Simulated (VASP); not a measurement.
Energy against volume of ZnS (zinc blende). Calculation: RPBE GGA, VASP's PBE PAW potentials (set 64) (plane waves; VASP). Run with 520 eV cut-off, 8×8×8 Γ-centred mesh, Gaussian smearing of 0.050 eV, potentials Zn S.

```tsv
V (Å³/atom)	E (eV/atom)
20.353	-3.09919
20.983	-3.10293
21.612	-3.09937
22.242	-3.08963
```

### Question
Fit these four points and predict the energy of the run at 19.724 Å³/atom.

### Answer
A cubic in V^(−2/3), the third-order Birch-Murnaghan form, passes through the four points with V0 = 20.97 Å³/atom and B0 = 62 GPa, and gives -3.0868 eV/atom there. The run gave -3.0868 eV/atom, -0.0 meV/atom from the fit; all five points give B0 = 62 GPa.

The compound is ZnS in the zinc blende structure. It was relaxed first, which changed the volume by +6 %.
